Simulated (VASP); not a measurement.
Energy against volume of TiC (rock salt). Method: PBE GGA with D4 dispersion, VASP's PBE PAW potentials (set 64) (plane waves; VASP). Numerical set-up: 520 eV cut-off, 15×15×15 Γ-centred mesh, first-order Methfessel-Paxton smearing of 0.10 eV, potentials Ti_sv C.

| V (Å³/atom) | E (eV/atom) |
|---|---|
| 9.685 | -9.62543 |
| 9.985 | -9.63305 |
| 10.284 | -9.62620 |
| 10.584 | -9.60605 |

**Question.** Fit these four points and predict the energy of the run at 9.386 Å³/atom.

**Answer.** A cubic in V^(−2/3), the third-order Birch-Murnaghan form, passes through the four points with V0 = 9.99 Å³/atom and B0 = 258 GPa, and gives -9.6021 eV/atom there. The run gave -9.6010 eV/atom, +1.1 meV/atom from the fit; all five points give B0 = 262 GPa.

The compound is TiC in the rock salt structure. It was relaxed first.
